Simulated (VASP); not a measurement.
Given:

```
SrTe
1.0
    0.00000     3.33000     3.33000
    3.33000     0.00000     3.33000
    3.33000     3.33000     0.00000
Sr Te
1 1
Direct
  0.00000   0.00000   0.00000
  0.50000   0.50000   0.50000
```

Calculation: PBE GGA, VASP's PBE PAW potentials (set 64) (plane waves; VASP 6.6.1). Run with 400 eV cut-off, 5×5×5 Γ-centred mesh, Gaussian smearing of 0.050 eV, potentials Sr_sv Te.

Question: Give the stress tensor in GPa (positive for a compressed cell).

Answer: 
```
1.00  0.00  0.00
0.00  1.00  0.00
0.00  0.00  1.00
```
The pressure is its mean diagonal, 1.00 GPa.

The compound is SrTe in the rock salt structure. The cell was not relaxed at this level.
